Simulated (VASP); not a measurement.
Level of theory: PBE GGA, VASP's PBE PAW potentials (set 64) (plane waves; VASP).

A VASP calculation is set up with these files.

### KPOINTS
```
Regular mesh
0
G
 12 12 12
```

**INCAR**
```
LASPH  =  .TRUE.   # aspherical one-centre terms
ALGO  =  Normal
LCHARG  =  .FALSE.
SYSTEM  =  HfN
GGA  =  PE   # PBE
NELM  =  100
PREC  =  Accurate
ISIF  =  2
EDIFF  =  1E-6   # SCF stop (eV)
LWAVE  =  .FALSE.
LREAL  =  .FALSE.
SIGMA  =  0.2
LMAXMIX  =  6
ENCUT  =  520   # plane-wave cut-off (eV)
ISMEAR  =  2
```

### POSCAR
```
HfN
1
    0.0000000000     2.3052000000     2.3052000000
    2.3052000000     0.0000000000     2.3052000000
    2.3052000000     2.3052000000     0.0000000000
Hf N
1 1
Direct
  0.0000000000   0.0000000000   0.0000000000
  0.5000000000   0.5000000000   0.5000000000
```

POTCAR, in this order: Hf_pv N (PBE.64 set). Program: vasp_std.

The resulting files:

OSZICAR:
```
       N       E                     dE             d eps       ncg     rms          rms(c)
DAV:   1     0.386426959183E+02    0.38643E+02   -0.83186E+03  1584   0.128E+03
DAV:   2    -0.223146834807E+02   -0.60957E+02   -0.57946E+02  2041   0.251E+02
DAV:   3    -0.247167879576E+02   -0.24021E+01   -0.23765E+01  2068   0.430E+01
DAV:   4    -0.247393817768E+02   -0.22594E-01   -0.22540E-01  1900   0.421E+00
DAV:   5    -0.247398550390E+02   -0.47326E-03   -0.47282E-03  2063   0.407E-01    0.436E+01
DAV:   6    -0.218335851573E+02    0.29063E+01   -0.16304E+01  1839   0.278E+01    0.376E+01
DAV:   7    -0.217468159535E+02    0.86769E-01   -0.74802E-01  1785   0.776E+00    0.251E+01
DAV:   8    -0.217328595545E+02    0.13956E-01   -0.19273E-01  1814   0.400E+00    0.641E+00
DAV:   9    -0.217186002298E+02    0.14259E-01   -0.80110E-02  1857   0.196E+00    0.143E+00
DAV:  10    -0.217181551969E+02    0.44503E-03   -0.27203E-03  1848   0.485E-01    0.330E-01
DAV:  11    -0.217181642771E+02   -0.90802E-05   -0.26570E-04  1996   0.140E-01    0.426E-02
DAV:  12    -0.217181606351E+02    0.36420E-05   -0.20583E-05  1977   0.398E-02    0.362E-02
DAV:  13    -0.217181602664E+02    0.36868E-06   -0.81993E-07  1025   0.986E-03
   1 F= -.21718160E+02 E0= -.21718602E+02  d E =0.176549E-02
```

### OUTCAR
```
------------------------ aborting loop because EDIFF is reached ----------------------------------------
  FORCE on cell =-STRESS in cart. coord.  units (eV):
  Direction    XX          YY          ZZ          XY          YZ          ZX
  --------------------------------------------------------------------------------------
  Total       -1.8631527     -1.8631527     -1.8631527      0.0000000      0.0000000      0.0000000
  in kB     -121.8437357   -121.8437357   -121.8437357      0.0000000      0.0000000      0.0000000
  external PRESSURE =    -121.8437357 kB  Pullay stress =       0.0000000 kB
  volume of cell :       24.50
      direct lattice vectors                 reciprocal lattice vectors
     0.000000000  2.305200000  2.305200000    -0.216900920  0.216900920  0.216900920
     2.305200000  0.000000000  2.305200000     0.216900920 -0.216900920  0.216900920
     2.305200000  2.305200000  0.000000000     0.216900920  0.216900920 -0.216900920
 POSITION                                       TOTAL-FORCE (eV/Angst)
 -----------------------------------------------------------------------------------
      0.00000      0.00000      0.00000         0.000000      0.000000      0.000000
      2.30520      2.30520      2.30520         0.000000      0.000000     -0.000000
 -----------------------------------------------------------------------------------
    total drift:                                0.000000     -0.000000     -0.000000
  FREE ENERGIE OF THE ION-ELECTRON SYSTEM (eV)
  ---------------------------------------------------
  free  energy   TOTEN  =       -21.7181602664 eV

  energy  without entropy=      -21.7199257607  energy(sigma->0) =      -21.71860164
```
(Selected blocks of OUTCAR.)

The compound is HfN in the rock salt structure. The cell was not relaxed at this level. The run is one of a series of settings (ISMEAR = 2, SIGMA = 0.2 against the base run), some of them coarse on purpose. The electron count is odd and the run is not spin-polarised, which forces a metal.
